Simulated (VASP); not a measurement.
Consider the following.

```yaml
crystal:
  lattice:
    - [3.82339, 0.00000, 0.00000]
    - [0.00000, 3.82339, 0.00000]
    - [0.00000, 0.00000, 3.82339]
  atoms:
    - { symbol: Cu, position: [0.00000, 0.50000, 0.50000] }
    - { symbol: Cu, position: [0.50000, 0.00000, 0.50000] }
    - { symbol: Cu, position: [0.50000, 0.50000, 0.00000] }
    - { symbol: Au, position: [0.00000, 0.00000, 0.00000] }
```

Calculation: RPBE GGA, VASP's PBE PAW potentials (set 64) (plane waves; VASP 6.6.1). Settings: 520 eV cut-off, Gaussian smearing of 0.050 eV, potentials Cu Au.

Unless said otherwise, spin-orbit coupling is left out, though it shifts the bands of the heavy elements here.

Task: Predict the band gap (along the path) with the smallest direct gap where there is one.

Result: 
- band gap (along the path) = none (metal, semimetal or under 0.01 eV)

Total energies compare only between runs with the same potentials, cut-off and functional.

The compound is Cu3Au in the L1_2 structure. It was relaxed first, which changed the volume by +6 %.
